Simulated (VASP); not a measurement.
# BaCa with LDA: from relaxation to properties, part 3 of 3

Aim: relax BaCa, then compute properties on the relaxed cell. The cell is invented: it takes the structure of COD entry 9011033, Ca (space group 225 there), with some of its atoms replaced by other elements, volume scaled by an estimate. It may not be a known or stable phase.

VASP 6.6.1; LDA; plane waves and PAW (Ba_sv, Ca_sv); invented cell.

Still holding for the runs below: The k-mesh is coarse for a metal.

So far. Step 4 (Second relaxation): It ends with forces that vanish by symmetry and a pressure of 0.02 GPa. The volume moved by under 0.01 %: the run met its threshold at the first step. Step 5 (Single point with fields (LDA)): In this run the pressure is 0.02 GPa, small enough to go on. The relaxed cell has a = 3.976, c = 5.835 Å (conventional setting).

## Step 6: Band structure (LDA)

The mesh alone shows little of the dispersion and can miss band extrema, so KPOINTS_OPT adds a path through the symmetry points after the self-consistent cycle.

Contents of INCAR:

```
SYSTEM = BaCa
PREC = Accurate
ENCUT = 400
EDIFF = 1E-06
NELM = 100
ISMEAR = 0
SIGMA = 0.05
LREAL = .FALSE.
ALGO = Normal
GGA = CA
NBANDS = 22
LORBIT = 11
LWAVE = .FALSE.
LCHARG = .FALSE.
```

Contents of POSCAR:

```
BaCa
1.0
    3.9760214257      0.0000000000      0.0000000000
    0.0000000000      3.9760214257      0.0000000000
    0.0000000000      0.0000000000      5.8349245725
Ba Ca
1 1
Direct
    0.5000000000      0.5000000000      0.5000000000
    0.0000000000      0.0000000000      0.0000000000
```

Contents of KPOINTS:

```
Automatic mesh
0
Gamma
6 6 4
0 0 0
```

Contents of KPOINTS_OPT:

```
Line mode
16
Line-mode
Reciprocal
  0.00000000   0.00000000   0.00000000 GAMMA
  0.00000000   0.50000000   0.00000000 X

  0.00000000   0.50000000   0.00000000 X
  0.50000000   0.50000000   0.00000000 M

  0.50000000   0.50000000   0.00000000 M
  0.00000000   0.00000000   0.00000000 GAMMA

  0.00000000   0.00000000   0.00000000 GAMMA
  0.00000000   0.00000000   0.50000000 Z

  0.00000000   0.00000000   0.50000000 Z
  0.00000000   0.50000000   0.50000000 R

  0.00000000   0.50000000   0.50000000 R
  0.50000000   0.50000000   0.50000000 A

  0.50000000   0.50000000   0.50000000 A
  0.00000000   0.00000000   0.50000000 Z

  0.00000000   0.50000000   0.00000000 X
  0.00000000   0.50000000   0.50000000 R

  0.50000000   0.50000000   0.00000000 M
  0.50000000   0.50000000   0.50000000 A
```

Potentials, in the order of the species: Ba_sv and Ca_sv (LDA family, release 64).

Command:

```
> mpirun -np 1 vasp_std
```

What it wrote:

```text
[... set-up lines as in an earlier step ...]
 entering main loop
       N       E                     dE             d eps       ncg     rms          rms(c)
DAV:   1     0.133525884599E+03    0.13353E+03   -0.75747E+03  1320   0.650E+02
DAV:   2     0.324954629126E+01   -0.13028E+03   -0.12651E+03  1588   0.192E+02
DAV:   3    -0.404514875025E+01   -0.72947E+01   -0.72162E+01  2006   0.403E+01
DAV:   4    -0.444515836642E+01   -0.40001E+00   -0.39947E+00  1840   0.757E+00
DAV:   5    -0.445050328815E+01   -0.53449E-02   -0.53444E-02  1830   0.871E-01    0.331E+00
DAV:   6    -0.439740600315E+01    0.53097E-01   -0.93456E-02  1738   0.890E-01    0.186E+00
DAV:   7    -0.438267062345E+01    0.14735E-01   -0.51202E-02  1742   0.967E-01    0.291E-01
DAV:   8    -0.438198076665E+01    0.68986E-03   -0.47258E-03  1894   0.253E-01    0.572E-02
DAV:   9    -0.438198550354E+01   -0.47369E-05   -0.17004E-04  1734   0.633E-02    0.239E-02
DAV:  10    -0.438198894418E+01   -0.34406E-05   -0.36818E-05  1928   0.188E-02    0.682E-03
DAV:  11    -0.438198805153E+01    0.89265E-06   -0.56533E-06  1620   0.114E-02
   1 F= -.43819881E+01 E0= -.43807578E+01  d E =-.246044E-02
 Start KPOINTS_OPT (optional k-point list driver)
k-point batch [1-30\144]
       N       E                     dE             ncg
DAV:   1    -0.556469742644E+04   -0.16186E+05     1328
DAV:   2    -0.942669133320E+04   -0.38620E+04     1572
DAV:   3    -0.965205930321E+04   -0.22537E+03     2092
DAV:   4    -0.966260472429E+04   -0.10545E+02     1732
DAV:   5    -0.966280397966E+04   -0.19926E+00     1920
DAV:   6    -0.966280550410E+04   -0.15244E-02     1716
DAV:   7    -0.966280551641E+04   -0.12308E-04     1782
DAV:   8    -0.966280551651E+04   -0.10014E-06     1046
[...]
k-point batch [121-144\144]
       N       E                     dE             ncg
DAV:   1    -0.175744593456E+04   -0.18436E+05     1064
DAV:   2    -0.469655180738E+04   -0.29391E+04     1264
DAV:   3    -0.484661807075E+04   -0.15007E+03     1598
DAV:   4    -0.485656231476E+04   -0.99442E+01     1492
DAV:   5    -0.485672319510E+04   -0.16088E+00     1446
DAV:   6    -0.485672491511E+04   -0.17200E-02     1528
DAV:   7    -0.485672492279E+04   -0.76785E-05     1390
DAV:   8    -0.485672492285E+04   -0.56210E-07      994
```

It took 44 s on 1 MPI rank of Intel Xeon 6975P-C (Granite Rapids), shared host; peak memory 0.2 GiB.

Parts of OUTCAR (step 6):

```text
   k-points           NKPTS =     30   k-points in BZ     NKDIM =     30   number of bands    NBANDS=     22

   NELECT =      20.0000    total number of electrons

 E-fermi :   2.0947

 k-point     1 :       0.0000    0.0000    0.0000
  band No.  band energies     occupation
    ...
      7     -11.2517      2.00000
      8     -11.2517      2.00000
      9      -1.4156      2.00000
     10       1.2399      2.00000
     11       2.0532      1.75915
     12       3.8444      0.00000
     13       4.0298      0.00000
     14       4.2260      0.00000
     15       4.2260      0.00000
     16       5.3631      0.00000
    ...

  Total        0.0094859      0.0094859      0.0154346      0.0000000      0.0000000      0.0000000
  in kB        0.1647619      0.1647619      0.2680855      0.0000000      0.0000000      0.0000000
  external PRESSURE =       0.1992031 kB  Pullay stress =       0.0000000 kB

  FREE ENERGIE OF THE ION-ELECTRON SYSTEM (eV)
  ---------------------------------------------------
  free  energy   TOTEN  =        -4.3819880515 eV

  energy  without entropy=       -4.3795276090  energy(sigma->0) =       -4.38075783

[... 9 parts as in an earlier step ...]

[... 8 further parts left out ...]
```

This step gave:

```
bands    : 22
pressure : 0.01992 GPa
```

Electronic bands along the path, in eV, zero at the Fermi level; # counts the bands kept, so #1 is VASP's band 9:

| point | #1 | #2 | #3 | #4 | #5 | #6 |
| --- | --- | --- | --- | --- | --- | --- |
| Γ | -3.51 | -0.85 | -0.04 | 1.75 | 1.94 | 2.13 |
| 0.53 of the way | -2.64 | -0.12 | 0.31 | 0.72 | 1.61 | 2.08 |
| X | -1.12 | -0.75 | 0.10 | 0.88 | 1.31 | 1.38 |
| 0.53 of the way | -0.84 | -0.64 | 0.04 | 0.50 | 0.99 | 1.62 |
| M | -1.29 | -0.40 | -0.03 | -0.03 | 1.83 | 1.83 |
| 0.53 of the way | -2.22 | 0.04 | 0.67 | 0.79 | 0.94 | 2.17 |
| Γ | -3.51 | -0.85 | -0.04 | 1.75 | 1.94 | 2.13 |
| 0.47 of the way | -3.15 | -1.04 | 0.12 | 1.44 | 1.61 | 2.31 |
| Z | -2.19 | -1.93 | 0.46 | 1.08 | 1.76 | 1.86 |
| 0.47 of the way | -1.88 | -1.27 | 0.65 | 0.96 | 1.62 | 1.70 |
| R | -1.63 | -0.58 | 0.41 | 1.32 | 1.77 | 1.83 |
| 0.53 of the way | -0.92 | -0.05 | 0.22 | 0.50 | 1.13 | 1.71 |
| A | -0.75 | 0.06 | 0.06 | 0.53 | 1.42 | 1.42 |
| 0.53 of the way | -1.50 | -0.58 | 0.59 | 1.19 | 1.20 | 1.27 |
| Z | -2.19 | -1.93 | 0.46 | 1.08 | 1.76 | 1.86 |
| jump to X | -1.12 | -0.75 | 0.10 | 0.88 | 1.31 | 1.38 |
| 0.47 of the way | -1.28 | -0.91 | 0.61 | 0.79 | 1.57 | 1.60 |
| R | -1.63 | -0.58 | 0.41 | 1.32 | 1.77 | 1.83 |
| jump to M | -1.29 | -0.40 | -0.03 | -0.03 | 1.83 | 1.83 |
| 0.47 of the way | -1.08 | -0.07 | 0.01 | 0.01 | 1.63 | 1.63 |
| A | -0.75 | 0.06 | 0.06 | 0.53 | 1.42 | 1.42 |

Of the projections kept (Ba, Ca), the largest for each band there; the rest of the weight can lie on other orbitals:

| point | #1 | #2 | #3 | #4 | #5 | #6 |
| --- | --- | --- | --- | --- | --- | --- |
| Γ | Ba 0.50 | Ba 0.65 | Ba 0.70 | Ba 0.58 | Ca 0.68 | Ca 0.70 |
| X | Ba 0.75 | Ca 0.72 | Ba 0.90 | Ba 0.99 | Ca 0.92 | Ca 0.95 |
| M | Ba 0.75 | Ca 0.66 | Ba 0.53 | Ba 0.53 | Ca 0.60 | Ca 0.60 |
| Γ | Ba 0.50 | Ba 0.65 | Ba 0.70 | Ba 0.58 | Ca 0.68 | Ca 0.70 |
| Z | Ca 0.65 | Ba 0.86 | Ba 1.00 | Ca 1.00 | Ba 0.97 | Ca 0.98 |
| R | Ba 0.56 | Ba 0.60 | Ca 0.56 | Ba 0.74 | Ba 0.77 | Ca 0.93 |

There is no gap at this level.

Of the bands kept, 3 cross the Fermi level on this path.

## Step 7: Total and projected DOS (LDA)

Here the states are counted by energy and projected on the atoms. The mesh is finer than in the run before.

INCAR, as its differences from that of step 6:

```diff
@@ -5,3 +5,3 @@
 NELM = 100
-ISMEAR = 0
+ISMEAR = -5
 SIGMA = 0.05
@@ -14 +14,2 @@
 LCHARG = .FALSE.
+NEDOS = 2001
```

POSCAR is that of step 6.

Contents of KPOINTS:

```
Automatic mesh
0
Gamma
8 8 6
0 0 0
```

Command:

```
> mpirun -np 1 vasp_std
```

What it wrote:

```text
[... set-up lines as in an earlier step ...]
 entering main loop
       N       E                     dE             d eps       ncg     rms          rms(c)
DAV:   1     0.133455148249E+03    0.13346E+03   -0.76752E+03  2648   0.656E+02
DAV:   2     0.360528755196E+01   -0.12985E+03   -0.12617E+03  3146   0.190E+02
DAV:   3    -0.400710323959E+01   -0.76124E+01   -0.75414E+01  4012   0.409E+01
DAV:   4    -0.443256214499E+01   -0.42546E+00   -0.42606E+00  3594   0.782E+00
DAV:   5    -0.443931852959E+01   -0.67564E-02   -0.67679E-02  3704   0.948E-01    0.332E+00
DAV:   6    -0.437867529154E+01    0.60643E-01   -0.14884E-01  3468   0.923E-01    0.181E+00
DAV:   7    -0.436592457254E+01    0.12751E-01   -0.31738E-02  3528   0.856E-01    0.452E-01
DAV:   8    -0.436501074407E+01    0.91383E-03   -0.27402E-03  3946   0.287E-01    0.586E-02
DAV:   9    -0.436497596814E+01    0.34776E-04   -0.35209E-04  3326   0.681E-02    0.225E-02
DAV:  10    -0.436500735842E+01   -0.31390E-04   -0.31487E-05  3956   0.173E-02    0.736E-03
DAV:  11    -0.436501421775E+01   -0.68593E-05   -0.44195E-06  3240   0.127E-02    0.205E-03
DAV:  12    -0.436501250808E+01    0.17097E-05   -0.43487E-07  1884   0.295E-03    0.461E-04
DAV:  13    -0.436501288800E+01   -0.37993E-06   -0.38130E-08  1770   0.101E-03
   1 F= -.43650129E+01 E0= -.43650129E+01  d E =0.000000E+00
 -----------------------------------------------------------------------------
|                                                                             |
|           W    W    AA    RRRRR   N    N  II  N    N   GGGG   !!!           |
|           W    W   A  A   R    R  NN   N  II  NN   N  G    G  !!!           |
|           W    W  A    A  R    R  N N  N  II  N N  N  G       !!!           |
|           W WW W  AAAAAA  RRRRR   N  N N  II  N  N N  G  GGG   !            |
|           WW  WW  A    A  R   R   N   NN  II  N   NN  G    G                |
|           W    W  A    A  R    R  N    N  II  N    N   GGGG   !!!           |
|                                                                             |
|     Tetrahedron method does not include variations of the Fermi             |
|     occupations, so forces and stress will be inaccurate. We suggest        |
|     using a different smearing scheme ISMEAR = 1 or 2 for metals in         |
|     relaxations.                                                            |
|                                                                             |
 -----------------------------------------------------------------------------
```

Elapsed: 25 s, on 1 MPI rank; peak memory 0.21 GiB.

From OUTCAR (step 7):

```text
   k-points           NKPTS =     60   k-points in BZ     NKDIM =     60   number of bands    NBANDS=     22

   NELECT =      20.0000    total number of electrons

 E-fermi :   2.0801

 k-point     1 :       0.0000    0.0000    0.0000
  band No.  band energies     occupation
    ...
      6     -11.6219      2.00000
      7     -11.2634      2.00000
      8     -11.2634      2.00000
      9      -1.4164      2.00000
     10       1.2384      2.00000
     11       2.0463      0.12667
     12       3.8427      0.00000
     13       4.0220      0.00000
     14       4.2203      0.00000
     15       4.2203      0.00000
    ...

  Total        0.2561704      0.2561704     -0.0985233      0.0000000     -0.0000000      0.0000000
  in kB        4.4494561      4.4494561     -1.7112635      0.0000000     -0.0000000      0.0000000
  external PRESSURE =       2.3958829 kB  Pullay stress =       0.0000000 kB

  FREE ENERGIE OF THE ION-ELECTRON SYSTEM (eV)
  ---------------------------------------------------
  free  energy   TOTEN  =        -4.3650128880 eV

  energy  without entropy=       -4.3650128880  energy(sigma->0) =       -4.36501289

[... 7 parts as in an earlier step ...]

[... 10 further parts left out ...]
```

With tetrahedra the forces and stress of a metal are not exact derivatives of the energy.

Numbers from this step:

| Property | Result |
| --- | --- |
| SCF cycles | 13 |
| irreducible k-points | 60 |
| free energy (TOTEN) | -4.365 eV |
| Fermi energy | 2.080 eV |
| pressure | 0.2396 GPa |
| DOS at the Fermi level | 2.189 states/eV/cell |

The density of states has structure finer than the step of the table below, so its rows give means over 0.5 eV, whole bins alone (the curve runs from -12.0 to 3.19 eV). Peaks (eV: height): total -0.20: 3.45, 0.41: 7.84, 1.28: 5.22, 1.55: 6.20, 2.17: 4.69, 2.36: 5.68, 2.80: 4.53; Ca d 0.41: 0.866, 1.55: 1.72, 2.17: 1.82, 2.36: 2.54, 2.80: 2.05; Ba d -0.20: 0.481, 0.41: 1.09, 1.08: 0.670, 1.55: 0.739, 2.17: 0.850, 2.36: 0.771, 2.83: 0.658.

States under -12.0 eV and over 3.2 eV are left out. Table of density of states by energy, zero at the Fermi level; means over each step; values in states/eV/cell:

| energy (eV) | total | Ca d | Ba d |
| --- | --- | --- | --- |
| -4.0 | 0 | 0 | 0 |
| -3.5 | 0.0273 | 3.3e-6 | 2.1e-5 |
| -3.0 | 0.260 | 3.1e-4 | 9.7e-4 |
| -2.5 | 0.500 | 0.00188 | 0.00521 |
| -2.0 | 0.805 | 0.00649 | 0.0224 |
| -1.5 | 1.30 | 0.0244 | 0.0920 |
| -1.0 | 1.55 | 0.0470 | 0.178 |
| -0.5 | 2.17 | 0.158 | 0.237 |
| 0.0 | 2.95 | 0.263 | 0.510 |
| 0.5 | 4.28 | 0.575 | 0.712 |
| 1.0 | 3.26 | 0.559 | 0.510 |
| 1.5 | 4.81 | 1.33 | 0.595 |
| 2.0 | 2.77 | 1.02 | 0.470 |
| 2.5 | 4.28 | 1.94 | 0.562 |

The finer mesh and the other smearing move the Fermi level by -0.01 eV from the 6×6×4 run, a small shift, which tests the Fermi level alone.

## Step 8: Elastic constants (LDA)

IBRION = 6 with ISIF = 3 strains the cell both ways at fixed fractional positions, and adds the ions' share afterwards from the force constants. Stress converges slowly with the basis, so the cutoff is raised.

Contents of INCAR:

```
SYSTEM = BaCa
PREC = Accurate
ENCUT = 500
EDIFF = 1E-07
NELM = 100
ISMEAR = 1
SIGMA = 0.2
LREAL = .FALSE.
ALGO = Normal
GGA = CA
NBANDS = 16
LORBIT = 11
LWAVE = .FALSE.
LCHARG = .FALSE.
IBRION = 6
NFREE = 2
POTIM = 0.015
ISIF = 3
NSW = 1
```

POSCAR is that of step 7.

Contents of KPOINTS:

```
Automatic mesh
0
Gamma
18 18 12
0 0 0
```

Command:

```
> mpirun -np 1 vasp_std
```

What it wrote:

```text
[... set-up lines as in an earlier step ...]
 entering main loop
       N       E                     dE             d eps       ncg     rms          rms(c)
DAV:   1     0.151159437269E+03    0.15116E+03   -0.88699E+03 12328   0.106E+03
DAV:   2     0.400958995271E+01   -0.14715E+03   -0.14443E+03 16688   0.256E+02
DAV:   3    -0.403480932910E+01   -0.80444E+01   -0.79544E+01 18960   0.572E+01
DAV:   4    -0.443374469573E+01   -0.39894E+00   -0.39881E+00 17528   0.100E+01
[...]
DAV:  10    -0.436986106823E+01   -0.36082E-05   -0.22409E-05 18560   0.190E-02    0.712E-03
DAV:  11    -0.436986089637E+01    0.17185E-06   -0.29800E-06 16048   0.125E-02    0.122E-03
DAV:  12    -0.436986088476E+01    0.11616E-07   -0.19940E-07 17416   0.235E-03
   1 F= -.43698609E+01 E0= -.43696459E+01  d E =-.644973E-03
[... from here on, the cycles between the ionic steps are left out ...]
   2 F= -.43695010E+01 E0= -.43695722E+01  d E =0.213603E-03
   3 F= -.43667017E+01 E0= -.43662162E+01  d E =-.145655E-02
   4 F= -.43695010E+01 E0= -.43695722E+01  d E =0.213720E-03
   5 F= -.43667017E+01 E0= -.43662162E+01  d E =-.145655E-02
   6 F= -.43678056E+01 E0= -.43677554E+01  d E =-.150746E-03
   7 F= -.43695836E+01 E0= -.43691834E+01  d E =-.120043E-02
   8 F= -.43701438E+01 E0= -.43699873E+01  d E =-.469441E-03
   9 F= -.43701438E+01 E0= -.43699873E+01  d E =-.469629E-03
  10 F= -.43690543E+01 E0= -.43688483E+01  d E =-.617913E-03
  11 F= -.43690542E+01 E0= -.43688483E+01  d E =-.617902E-03
  12 F= -.43690378E+01 E0= -.43688310E+01  d E =-.620513E-03
  13 F= -.43690379E+01 E0= -.43688310E+01  d E =-.620516E-03
  14 F= -.43697492E+01 E0= -.43695343E+01  d E =-.644601E-03
  15 F= -.43697492E+01 E0= -.43695343E+01  d E =-.644554E-03
  16 F= -.43696274E+01 E0= -.43694125E+01  d E =-.644917E-03
  17 F= -.43696275E+01 E0= -.43694125E+01  d E =-.644834E-03
  18 F= -.43697516E+01 E0= -.43695367E+01  d E =-.644625E-03
  19 F= -.43697516E+01 E0= -.43695367E+01  d E =-.644608E-03
  20 F= -.43696266E+01 E0= -.43694116E+01  d E =-.644931E-03
[...]
hard stop encountered!  aborting job ...
[...]
|     The electronic self-consistency was not achieved in the given           |
[...]
soft stop encountered!  aborting job ...
  21 F= -.43696438E+01 E0= -.43694287E+01  d E =-.645250E-03
 deleting file STOPCAR
```

It took 80 min on 1 MPI rank; peak memory 2.4 GiB.

The run was stopped at its time limit, by a STOPCAR file.

More ranks or a longer limit would be the way on.

## Step 9: Vibrations at Γ (LDA)

Zone-centre modes test whether the atoms sit at a minimum within this cell. IBRION = 8 takes the force constants from linear response, which needs tightly converged orbitals.

Contents of INCAR:

```
SYSTEM = BaCa
PREC = Accurate
ENCUT = 400
EDIFF = 1E-08
NELM = 100
ISMEAR = 1
SIGMA = 0.2
LREAL = .FALSE.
ALGO = Normal
GGA = CA
NBANDS = 16
LORBIT = 11
LWAVE = .FALSE.
LCHARG = .FALSE.
IBRION = 8
ISIF = 2
```

POSCAR is that of step 8.

Contents of KPOINTS:

```
Automatic mesh
0
Gamma
10 10 7
0 0 0
```

Command:

```
> mpirun -np 1 vasp_std
```

What it wrote:

```text
[... set-up lines as in an earlier step ...]
 entering main loop
       N       E                     dE             d eps       ncg     rms          rms(c)
DAV:   1     0.134149180411E+03    0.13415E+03   -0.80247E+03  2688   0.901E+02
DAV:   2     0.262836093610E+01   -0.13152E+03   -0.12946E+03  3624   0.238E+02
DAV:   3    -0.414804424745E+01   -0.67764E+01   -0.67202E+01  4248   0.508E+01
DAV:   4    -0.443525899839E+01   -0.28721E+00   -0.28714E+00  3712   0.856E+00
[...]
DAV:  11    -0.437085199517E+01    0.25214E-06   -0.38934E-06  3768   0.131E-02    0.878E-04
DAV:  12    -0.437085196781E+01    0.27354E-07   -0.24975E-07  4528   0.252E-03    0.393E-04
DAV:  13    -0.437085196603E+01    0.17797E-08   -0.11048E-08  2536   0.708E-04
   1 F= -.43708520E+01 E0= -.43711457E+01  d E =0.881290E-03
 Linear response reoptimize wavefunctions to high precision
DAV:   1    -0.437085196591E+01    0.12778E-09   -0.27994E-09  3032   0.310E-04
DAV:   2    -0.437085196597E+01   -0.59117E-10   -0.20939E-10  2224   0.105E-04
 Linear response DOF=           4
 Linear response progress:
  Degree of freedom:   1/  4
       N       E                     dE             d eps       ncg     rms          rms(c)
RMM:   1    -0.187119174839E+00   -0.18712E+00    0.32977E-01  7348   0.228E+00
RMM:   2    -0.193501415448E+00   -0.63822E-02   -0.35075E-02  8587   0.486E-01    0.545E-02
```

The job ended after 51 s (1 MPI rank).

The run was cut off at its time limit.

More ranks or a longer limit would be the way on.

## Step 10: Results

```yaml
relaxed_volume: 46.12 Å³/atom
relaxed_conventional_cell_a_b_c: 3.976, 3.976, 5.835 Å
space_group_after_relaxing_within_0p02_a: P4/mmm (No. 123)
band_gap: none, a metal
dos_at_the_fermi_level: 2.19 states/eV/cell
```

What this shows: With LDA, BaCa relaxes to 46.12 Å³/atom in space group P4/mmm (held by the symmetry of the run) and comes out as a metal. Not obtained: elastic constants (LDA), because the run hit its time limit. Not obtained: vibrations at Γ (LDA), because the run hit its time limit. Band structure (LDA): Of the bands kept, 3 cross the Fermi level on this path. Spin-orbit coupling is left out, and with elements this heavy it would split and shift bands near the Fermi level. The k-sampling is coarse for a metal, so the Fermi level, pressures and the shape of the cell carry errors. No search among competing phases was made. All values are for a static lattice at zero temperature.

[Lines on the potential files, build, host, timing and source positions are cut from VASP's logs without a mark.]

[Logs are printed without paths, hosts, clocks, repeated set-up lines and the standing remarks that a program may print on its own settings, such as how far it seeks lower states.]

[Hosts, paths, dates, database ids (printed as entryN), source tags and the programs' standing remarks are cut or masked in the printed files.]

[A measured line is paired with the nearest computed mode of its activity, which favours agreement.]
